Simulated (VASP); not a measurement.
```
CELL_PARAMETERS angstrom
      0.00000     3.26994     3.26994
      3.26994     0.00000     3.26994
      3.26994     3.26994     0.00000
ATOMIC_POSITIONS crystal
  In 0.00000 0.00000 0.00000
  Sb 0.25000 0.25000 0.25000
```

Level of theory: AM05 GGA, VASP's PBE PAW potentials (set 64) (plane waves; VASP 6.6.1). Settings: 520 eV cut-off, 11×11×11 Γ-centred mesh, tetrahedra with Blöchl corrections, potentials In_d Sb.

Unless said otherwise, spin-orbit coupling is left out, though it shifts the bands of the heavy elements here.

Task: What does the run give for the energy per atom (σ→0), band gap (on the k-mesh) with the smallest direct gap where there is one?

Result: 
The band gap (on the k-mesh) is none (metal, semimetal or under 0.01 eV) and the energy per atom (σ→0) is -3.586 eV/atom.

The compound is InSb in the zinc blende structure. It was relaxed first.
